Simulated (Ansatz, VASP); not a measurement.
# MgGa3As3Se in two plane-wave programs, part 2 of 2

One calculation is typed for both programs; each brings its own data sets. How far apart do they land? The cell is generated by rule, not measured, and may not be a known phase. The cell is taken from a series of runs on this material, whose earlier steps may have relaxed, scaled, displaced or heated it; both programs get it as it stands.

VASP 6.6.1 and Ansatz 0.2.0.

So far: The structure; Ansatz: relaxation of cell and atoms, PBEsol.

### 3. VASP: relaxation of cell and atoms, PBEsol

Level of this step: PBEsol; plane waves and PAW (As, Ga_d, Mg, Se); invented cell (VASP).

The same cell, functional, mesh and smearing now go to VASP, with its own data sets.

Lines of VASP's logs that name or quote its potential files are left out, and so is its time.

Input file INCAR:

```
SYSTEM = MgGa3As3Se
PREC = Accurate
ENCUT = 600
EDIFF = 1E-07
NELM = 120
ISMEAR = 1
SIGMA = 0.2
LREAL = .FALSE.
ALGO = Normal
GGA = PS
NBANDS = 39
LORBIT = 11
LWAVE = .FALSE.
LCHARG = .FALSE.
ISIF = 3
IBRION = 2
NSW = 80
EDIFFG = -0.005
LASPH = .TRUE.
GGA_COMPAT = .FALSE.
NELMIN = 4
KPAR = 2
```

Input file POSCAR:

```
MgGa3As3Se
1.0
    2.8403870000      2.8403870000      0.0000000000
   -2.8838030000      2.8838030000      0.0000000000
    0.0000000000      0.0000000000     11.6016760000
As Ga Mg Se
3 3 1 1
Direct
    0.5000000000      0.9999998266      0.1299151088
    0.0000000000      0.4999998266      0.3713804799
    0.5000000000      0.9999998266      0.6119870095
    0.0000000000      0.0000000000      0.0123677820
    0.5000000000      0.5000000000      0.2527809775
    0.0000000000      0.0000000000      0.4948843598
    0.5000000000      0.5000000000      0.7397255362
    0.0000000000      0.4999998266      0.8869590049
```

Input file KPOINTS:

```
Automatic mesh
0
Gamma
12 12 4
0 0 0
```

Potentials, in the order of the species: As, Ga_d, Mg and Se (PBE family, release 64).

The run is started by

```bash
> mpirun -np 2 vasp_std
```

Numbers of over 12 decimals in the logs are rounded to 6 here.

The program printed:

```text
[banner, memory and clock lines left out]
running    2 mpi-ranks, on    1 nodes
 distrk:  each k-point on    1 cores,    2 groups
 distr:  one band on    1 cores,    1 groups

 POSCAR found type information on POSCAR AsGaMgSe
 POSCAR found :  4 types and       8 ions
|                                                                             |
|               ----> ADVICE to this user running VASP <----                  |
|                                                                             |
|     You enforced a specific xc type in the INCAR file but a different       |
|     [... a line on the potential file left out ...]
|     I HOPE YOU KNOW WHAT YOU ARE DOING!                                     |
|                                                                             |

 LDA part: xc-table for (Slater+PW92), standard interpolation
 POSCAR, INCAR and KPOINTS ok, starting setup
 FFT: planning ... GRIDC
 FFT: planning ... GRID_SOFT
 FFT: planning ... GRID
 WAVECAR not read
 entering main loop
       N       E                     dE             d eps       ncg     rms          rms(c)
DAV:   1     0.540419404670E+03    0.54042E+03   -0.29735E+04 12155   0.221E+03
DAV:   2     0.489242198003E+02   -0.49150E+03   -0.47165E+03 12522   0.581E+02
DAV:   3    -0.308850528342E+02   -0.79809E+02   -0.77146E+02 13596   0.163E+02
DAV:   4    -0.354684404522E+02   -0.45834E+01   -0.45549E+01 14488   0.408E+01
DAV:   5    -0.355786464028E+02   -0.11021E+00   -0.11011E+00 13514   0.614E+00    0.603E+00
DAV:   6    -0.345661065756E+02    0.10125E+01   -0.14876E+00 16115   0.181E+01    0.353E+00
DAV:   7    -0.344041233003E+02    0.16198E+00   -0.14029E+00 14225   0.661E+00    0.112E+00
DAV:   8    -0.344007389130E+02    0.33844E-02   -0.30992E-01 14241   0.559E+00    0.486E-01
DAV:   9    -0.343976024987E+02    0.31364E-02   -0.28143E-02 15556   0.208E+00    0.140E-01
DAV:  10    -0.343979461629E+02   -0.34366E-03   -0.41620E-03 14062   0.408E-01    0.839E-02
DAV:  11    -0.343980683038E+02   -0.12214E-03   -0.98463E-04 15290   0.246E-01    0.267E-02
DAV:  12    -0.343980436508E+02    0.24653E-04   -0.14116E-04 14891   0.892E-02    0.184E-02
DAV:  13    -0.343980507931E+02   -0.71422E-05   -0.34296E-05 14845   0.297E-02    0.612E-03
DAV:  14    -0.343980512113E+02   -0.41822E-06   -0.25728E-06 16156   0.126E-02    0.374E-03
DAV:  15    -0.343980511900E+02    0.21339E-07   -0.86709E-07 13707   0.510E-03
   1 F= -.34398051E+02 E0= -.34398620E+02  d E =-.343981E+02
[...]
2 F= -.34398171E+02 E0= -.34398743E+02  d E =-.119346E-03
[...]
3 F= -.34398175E+02 E0= -.34398747E+02  d E =-.123799E-03
[...]
4 F= -.34398174E+02 E0= -.34398746E+02  d E =-.122711E-03
[...]
5 F= -.34398175E+02 E0= -.34398746E+02  d E =-.123431E-03
 curvature:  -0.03 expect dE=-0.161E-06 dE for cont linesearch -0.163E-07
 ZBRENT: accuracy reached
 trial: gam= 0.07100 g(F)=  0.351E-05 g(S)=  0.287E-05 ort =-0.134E-04 (trialstep = 0.980E+00)
 search vector abs. value=  0.588E-05
 bond charge predicted
       N       E                     dE             d eps       ncg     rms          rms(c)
DAV:   1    -0.343981802513E+02   -0.56462E-05   -0.39044E-04 12467   0.941E-02    0.116E-02
DAV:   2    -0.343981797430E+02    0.50833E-06   -0.20206E-05 14001   0.309E-02    0.635E-03
DAV:   3    -0.343981787793E+02    0.96367E-06   -0.17975E-06 16303   0.885E-03    0.271E-03
DAV:   4    -0.343981786727E+02    0.10659E-06   -0.56861E-07 12852   0.409E-03    0.501E-04
DAV:   5    -0.343981786772E+02   -0.45593E-08   -0.76991E-08  7269   0.201E-03
   6 F= -.34398179E+02 E0= -.34398751E+02  d E =-.405668E-05
 trial-energy change:   -0.000004  1 .order   -0.000004   -0.000005   -0.000003
 step:   1.8589(harm=  1.8589)  dis= 0.00042  next Energy=   -34.398180 (dE=-0.504E-05)
 reached required accuracy - stopping structural energy minimisation
```

Parts of OUTCAR (step 3):

```text
ion  position               nearest neighbor table
   1  0.500  1.000  0.130-   4 2.43   4 2.43   5 2.49   5 2.49
   2  0.000  0.500  0.371-   5 2.43   5 2.43   6 2.49   6 2.49
   3  0.500  1.000  0.612-   6 2.42   6 2.42   7 2.52   7 2.52
   4  0.000  0.000  0.012-   1 2.43   1 2.43   8 2.51   8 2.51
   5  0.500  0.500  0.253-   2 2.43   2 2.43   1 2.49   1 2.49
   6  0.000  0.000  0.495-   3 2.42   3 2.42   2 2.49   2 2.49
   7  0.500  0.500  0.740-   3 2.52   3 2.52   8 2.64   8 2.64
   8  0.000  0.500  0.887-   4 2.51   4 2.51   7 2.64   7 2.64

  LATTYP: Found a simple orthorhombic cell.
 ALAT       =     4.0169138178
 B/A-ratio  =     1.0152852411
 C/A-ratio  =     2.8882063510

 Subroutine GETGRP returns: Found  4 space group operations
 (whereof  4 operations were pure point group operations)

The static configuration has the point symmetry C_2v.

 Found    147 irreducible k-points:

   k-points           NKPTS =    147   k-points in BZ     NKDIM =    147   number of bands    NBANDS=     39

   dimension x,y,z NGX =    32 NGY =   36 NGZ =   96
   dimension x,y,z NGXF=    64 NGYF=   72 NGZF=  192

   ENCUT  =  600.0 eV  44.10 Ry    6.64 a.u.   8.02  8.15 23.17*2*pi/ulx,y,z

   NELECT =      62.0000    total number of electrons

 k-points in reciprocal lattice and weights: Automatic mesh
   0.00000000  0.00000000  0.00000000       0.002
   0.08333333  0.00000000  0.00000000       0.003
   0.16666667  0.00000000  0.00000000       0.003
   0.25000000  0.00000000  0.00000000       0.003
   0.33333333  0.00000000  0.00000000       0.003
   0.41666667  0.00000000  0.00000000       0.003
   0.50000000  0.00000000  0.00000000       0.002
   0.00000000  0.08333333  0.00000000       0.003
   0.08333333  0.08333333  0.00000000       0.007
[...]
0.41666667  0.50000000  0.50000000       0.003
   0.50000000  0.50000000  0.50000000       0.002

 average (electrostatic) potential at core
       1 -51.1025       2 -50.6739       3 -49.7985       4 -67.4480       5 -66.8733
       6 -66.4786       7 -37.6817       8 -55.2290

 E-fermi :   3.5769

 k-point     1 :       0.0000    0.0000    0.0000
  band No.  band energies     occupation
    ...
     28       1.9299      2.00000
     29       2.7017      2.00000
     30       2.9272      2.00004
     31       3.4174      1.97873
     32       3.4635      1.80925
     33       4.4678     -0.00000
     34       4.6547     -0.00000
     35       5.3736     -0.00000
     36       5.7027     -0.00000
     37       6.2119     -0.00000
    ...

 k-point     2 :       0.0833    0.0000    0.0000
  band No.  band energies     occupation
    ...
     27       1.6093      2.00000
     28       1.9563      2.00000
     29       2.0970      2.00000
     30       2.7692      2.00000
     31       3.4668      1.79305
     32       3.8578     -0.06318
     33       4.7090     -0.00000
     34       5.0087     -0.00000
     35       5.4888     -0.00000
     36       6.0007     -0.00000
    ...

 k-point     3 :       0.1667    0.0000    0.0000
  band No.  band energies     occupation
    ...
     27       1.1505      2.00000
     28       1.4312      2.00000
     29       2.0281      2.00000
     30       2.5336      2.00000
     31       3.4718      1.76726
     32       4.1462     -0.00043
     33       4.9348     -0.00000
     34       5.4467     -0.00000
     35       6.0845     -0.00000
     36       6.7282     -0.00000
    ...

  Total       -0.0088334     -0.0088334     -0.0188102      0.0017250      0.0000000      0.0000000
  in kB       -0.0743193     -0.0743193     -0.1582580      0.0145131      0.0000000      0.0000000
  external PRESSURE =      -0.1022989 kB  Pullay stress =       0.0000000 kB

  energy-cutoff  :      600.00
  volume of cell :      190.43
      direct lattice vectors                 reciprocal lattice vectors
     2.842196581  2.842196581  0.000000000     0.175920274  0.175920274  0.000000000
    -2.885973341  2.885973341  0.000000000    -0.173251774  0.173251774  0.000000000
     0.000000000  0.000000000 11.608106169     0.000000000  0.000000000  0.086146697

 POSITION                                       TOTAL-FORCE (eV/Angst)
 -----------------------------------------------------------------------------------
     -1.46487      4.30707      1.50792         0.000000      0.000000     -0.000040
     -1.44299      1.44299      4.31110         0.000000      0.000000      0.001320
     -1.46487      4.30707      7.10473         0.000000      0.000000      0.002965
      0.00000      0.00000      0.14377         0.000000      0.000000     -0.002874
     -0.02189      2.86408      2.93426         0.000000      0.000000     -0.000311
      0.00000      0.00000      5.74487         0.000000      0.000000      0.002800
     -0.02189      2.86408      8.58673         0.000000      0.000000     -0.001217
     -1.44299      1.44299     10.29500         0.000000      0.000000     -0.002643
 -----------------------------------------------------------------------------------
    total drift:                               -0.000426      0.000426      0.000969

  FREE ENERGIE OF THE ION-ELECTRON SYSTEM (eV)
  ---------------------------------------------------
  free  energy   TOTEN  =       -34.3981786772 eV

  energy  without entropy=      -34.3998944203  energy(sigma->0) =      -34.39875059

 reached required accuracy - stopping structural energy minimisation

 total charge
# of ion       s       p       d       tot
------------------------------------------
    1        1.218   1.575   0.030   2.824
    2        1.218   1.567   0.031   2.816
    3        1.207   1.643   0.019   2.869
    4        0.889   0.723  10.000  11.611
    5        0.888   0.784   9.990  11.662
    6        0.880   0.772   9.995  11.648
    7        0.189   0.148   0.030   0.367
    8        1.447   2.414   0.020   3.881
--------------------------------------------------
tot          7.937   9.625  30.115  47.677

[... 3 further parts left out ...]
```

CONTCAR:

```
MgGa3As3Se
   1.00000000000000
     2.8421965813258963    2.8421965813258963    0.0000000000000000
    -2.8859733412617574    2.8859733412617574    0.0000000000000000
     0.0000000000000000    0.0000000000000000   11.6081061691578196
  As              Ga              Mg              Se
     3     3     1     1
Direct
     0.5000000000000000    0.9999998266000034    0.1299021413096055
     0.0000000000000000    0.4999998266000034    0.3713867935516114
     0.5000000000000000    0.9999998266000034    0.6120488403461484
     0.0000000000000000    0.0000000000000000    0.0123853442960022
     0.5000000000000000    0.5000000000000000    0.2527771921031363
     0.0000000000000000    0.0000000000000000    0.4949013965919574
     0.5000000000000000    0.5000000000000000    0.7397184565079493
     0.0000000000000000    0.4999998266000034    0.8868800938935789
```

The PAW data sets were made with PBE, which is usual practice but a small mismatch for other functionals. The run keeps the 4 symmetry operations of its start, so it cannot find a distortion of lower symmetry.

### 4. Comparison

Known differences besides the potentials themselves: the data sets hold 110 valence electrons in Ansatz (on its default PAW (the set named soft_2) files) and 62 in VASP; the cutoff is 420 eV in Ansatz and 600 eV in VASP; Ansatz makes its cores anew for this functional, VASP keeps those of its PBE data sets; Ansatz adds a Pulay correction to the stress that steers its cell, VASP none. Total energies have different zeros and are not compared.

Both answers:

```csv
quantity,Ansatz,VASP,difference
volume (Å³),190.05,190.43,-0.20 %
"edge a after relaxation, in the typed setting (Å)",4.017,4.019,-0.07 %
"edge b after relaxation, in the typed setting (Å)",4.079,4.081,-0.07 %
"edge c after relaxation, in the typed setting (Å)",11.601,11.608,-0.06 %
```

### 5. Outcome

```
difference in volume (relaxation of cell and atoms, PBEsol) : -0.20 %
```

In words: The difference in volume is -0.20 % (relaxation of cell and atoms, PBEsol), within the 1.2 % picked in this series as the mark of a large difference, as far as the stopping tolerances let one tell. The data sets hold unlike numbers of valence electrons (110 in Ansatz and 62 in VASP), so part of the differences comes from the potentials. 1 further run of this series is not shown here. How closely two codes agree says nothing of how well the functional describes the real material.

[Lines on the potential files, build, host, timing and source positions are cut from VASP's logs without a mark.]

[Logs are printed without paths, hosts, clocks, repeated set-up lines and the standing remarks that a program may print on its own settings, such as how far it seeks lower states.]

[Hosts, paths, dates, database ids (printed as entryN), source tags and the programs' standing remarks are cut or masked in the printed files.]
